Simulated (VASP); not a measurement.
```yaml
crystal:
  lattice:
    - [4.23661, 0.00000, 0.00000]
    - [0.00000, 4.23661, 0.00000]
    - [0.00000, 0.00000, 27.62745]
  atoms:
    - { symbol: Na, position: [0.50000, 0.00000, 0.30832] }
    - { symbol: Na, position: [0.00000, 0.50000, 0.38499] }
    - { symbol: Na, position: [0.50000, 0.00000, 0.46166] }
    - { symbol: Na, position: [0.00000, 0.50000, 0.53834] }
    - { symbol: Na, position: [0.50000, 0.00000, 0.61501] }
    - { symbol: Na, position: [0.00000, 0.50000, 0.69168] }
```

Method: r2SCAN meta-GGA, VASP's PBE PAW potentials (set 64) (plane waves; VASP). Numerical set-up: PREC = Normal, 400 eV cut-off, 7×7×1 Γ-centred mesh, first-order Methfessel-Paxton smearing of 0.10 eV, potentials Na_pv.

What does the run give for the energy per atom (σ→0), band gap (on the k-mesh) with the smallest direct gap where there is one?

```yaml
band gap (on the k-mesh): none (metal, semimetal or under 0.01 eV)
energy per atom (σ→0): -3.461 eV/atom
```

Only differences to runs with the same potentials and settings are physical.

The cell is a thin slab with vacuum, built from Na (bcc): (100) face.
